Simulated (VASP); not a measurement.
Consider the following.

```yaml
crystal:
  lattice:
    - [1.31034, -2.26957, 0.00000]
    - [1.31034, 2.26957, 0.00000]
    - [0.00000, 0.00000, 4.14409]
  atoms:
    - { symbol: Ru, position: [0.33333, 0.66667, 0.25000] }
    - { symbol: Ru, position: [0.66667, 0.33333, 0.75000] }
```

These are PBE GGA, VASP's PBE PAW potentials (set 64) (plane waves; VASP) values and carry that method's errors. Run with 500 eV cut-off, 16×16×9 Γ-centred mesh, first-order Methfessel-Paxton smearing of 0.10 eV, potentials Ru_pv.

Question: Predict the energy per atom (σ→0), pressure, band gap (on the k-mesh) with the smallest direct gap where there is one.

Answer: 
```
Property                                                     Value
------------------------  ----------------------------------------
band gap (on the k-mesh)  none (metal, semimetal or under 0.01 eV)
energy per atom (σ→0)                               -9.053 eV/atom
pressure                                                 45.15 GPa
```

Only differences to runs with the same potentials and settings are physical.

The compound is Ru in the hcp structure. It was relaxed first under an external pressure of 45 GPa.
